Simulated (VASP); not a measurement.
A run of VASP 6.6.1:

Contents of INCAR:

```
SYSTEM = BaTaCuO5
  PREC = Accurate
  ENCUT = 520
  EDIFF = 1E-7
  ISMEAR = -1
  SIGMA = 0.05
  LREAL = .FALSE.
  LASPH = .TRUE.
  NELM = 80
  ALGO = Normal
  ISIF = 2
  LWAVE = .FALSE.
  LCHARG = .FALSE.
  GGA = PE
  NBANDS = 41
```

File KPOINTS:

```
Automatic mesh
0
G
  7 7 3
  0 0 0
```

File POSCAR:

```
BaTaCuO5
1.0
    3.8053350000      0.0000000000      0.0000000000
    0.0000000000      3.8053350000      0.0000000000
    0.0000000000      0.0000000000      9.1728540000
Ta Ba Cu O
1 1 1 5
Direct
    0.0000000000      0.0000000000      0.7083950000
    0.5000000000      0.5000000000      0.0293030000
    0.0000000000      0.0000000000      0.2753060000
    0.0000000000      0.0000000000      0.9122970000
    0.0000000000      0.5000000000      0.2356750000
    0.5000000000      0.0000000000      0.2356750000
    0.0000000000      0.5000000000      0.6636100000
    0.5000000000      0.0000000000      0.6636100000
```

Potentials or basis: VASP PAW PBE potentials, release 64 (Ta_pv, Ba_sv, Cu, O).

The run is started by

```sh
$ cat potpaw_PBE.64/Ta_pv/POTCAR potpaw_PBE.64/Ba_sv/POTCAR potpaw_PBE.64/Cu/POTCAR potpaw_PBE.64/O/POTCAR > POTCAR
$ mpirun -np 1 vasp_std > vasp.out
```

Hardware: 1 thread of Intel(R) Xeon(R) Platinum 8488C (Sapphire Rapids), with other jobs on the host.

Q: How long does it take, and how much memory?

A: Wall time 2.4 min on 1 thread of Intel(R) Xeon(R) Platinum 8488C (Sapphire Rapids) (shared host), peak memory 0.29 GiB. Counts: scf iterations 22, k points 20.
